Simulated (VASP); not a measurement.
Given:

```
CELL_PARAMETERS angstrom
      3.81758     0.00000     0.00000
     -1.90879     3.30612     0.00000
      0.00000     0.00000    24.32028
ATOMIC_POSITIONS crystal
  Si 0.66667 0.33333 0.34511
  Si 0.33333 0.66667 0.46800
  Si 0.00000 0.00000 0.40295
  Si 0.00000 0.00000 0.59705
  Si 0.66667 0.33333 0.53200
  Si 0.33333 0.66667 0.65489
  Ni 0.33333 0.66667 0.37377
  Ni 0.00000 0.00000 0.50000
  Ni 0.66667 0.33333 0.62623
```

The numbers are results of PBEsol GGA, VASP's PBE PAW potentials (set 64) (plane waves; VASP), not measurements. Settings: PREC = Normal, 400 eV cut-off, 8×8×1 Γ-centred mesh, first-order Methfessel-Paxton smearing of 0.10 eV, potentials Si Ni.

Problem. Predict the energy per atom (σ→0), band gap (on the k-mesh) with the smallest direct gap where there is one.

Solution. 
The band gap (on the k-mesh) comes out as none (metal, semimetal or under 0.01 eV) and the energy per atom (σ→0) is -6.115 eV/atom.

The absolute energy has meaning only against runs of the same code, potentials and settings.

The cell is a thin slab with vacuum, built from NiSi2 (fluorite): (111) face. The run is not spin-polarised, so no magnetic state was tried.
